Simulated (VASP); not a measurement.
Input of a VASP 6.6.1 run:

Contents of INCAR:

```
PREC = Accurate
ENCUT = 600
EDIFF = 1E-6
ISMEAR = 1
SIGMA = 0.1
LREAL = False
LASPH = True
NELM = 80
ALGO = Normal
ISIF = 3
LWAVE = False
LCHARG = False
GGA = CA
IBRION = 2
NSW = 90
EDIFFG = -0.01
KPAR = 2
```

KPOINTS

```
regular mesh
0
Gamma
  9 9 9
```

Contents of POSCAR:

```
CoSn
1.0
    5.2460399276      0.0000000000      0.0000000000
   -2.6230199638      4.5432038466      0.0000000000
    0.0000000000      0.0000000000      4.1875903000
Co Sn
3 3
Direct
    0.0000000000      0.5000000000      0.0000000000
    0.5000000000      0.5000000000      0.0000000000
    0.5000000000      0.0000000000      0.0000000000
    0.6666666700      0.3333333300      0.5000000000
    0.3333333300      0.6666666700      0.5000000000
    0.0000000000      0.0000000000      0.0000000000
```

Potentials or basis: VASP PAW LDA potentials, release 64 (Co, Sn_d).

Launch:

```console
$ cat potpaw_LDA.64/Co/POTCAR potpaw_LDA.64/Sn_d/POTCAR > POTCAR
$ mpirun -np 2 vasp_std > vasp.out
```

Question: Predict the band gap on the k mesh.

Answer: None (metal or under the smearing width).

Question: Predict the space group after relaxing (to 0.05 Å).

Answer: P6/mmm (No. 191).

Question: What does it give for the relaxed volume?

Answer: 15.95 Å³/atom.

Question: What does it give for the relaxed cell?

Answer: a = 5.177 Å, b = 5.177 Å, c = 4.124 Å, α = 90.00°, β = 90.00°, γ = 120.00°.

The path:
```
step  energy change (eV)  largest force (eV/Å)  pressure (GPa)  volume (Å³)
   1              0.0000                0.0000           -5.92        99.81
   2              0.0351                0.0000            8.60        91.19
   3             -0.0798                0.0000           -0.04        95.73
   4             -0.0798                0.0000            0.09        95.65
   5             -0.0799                0.0000           -0.11        95.76
   6             -0.0799                0.0000            0.02        95.73
```

Spin polarisation is off, so any magnetic state and its effect on volume and gap are missing.
